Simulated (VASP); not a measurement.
Input:

```xyz
8
Lattice="4.5679 0.0000 0.0000 0.0000 4.5679 0.0000 0.0000 0.0000 4.5679" Properties=species:S:1:pos:R:3 pbc="T T T"
Si     0.7253     1.5587     3.0092
Si     3.0092     0.7253     1.5587
Si     3.8426     3.8426     3.8426
Si     1.5587     3.0092     0.7253
Ru     3.9399     2.9120     1.6559
Ru     1.6559     3.9399     2.9120
Ru     0.6280     0.6280     0.6280
Ru     2.9120     1.6559     3.9399
```

Level of theory: PBE GGA, VASP's PBE PAW potentials (set 64) (plane waves; VASP). Run with 500 eV cut-off, 5×5×5 Γ-centred mesh, Gaussian smearing of 0.050 eV, potentials Si Ru_pv.

### Question
Estimate the energy per atom (σ→0), pressure.

### Answer

The energy per atom (σ→0) is -7847 meV/atom. The pressure comes out as 29.93 GPa.

The compound is RuSi in the B20 structure. It was relaxed first under an external pressure of 30 GPa.
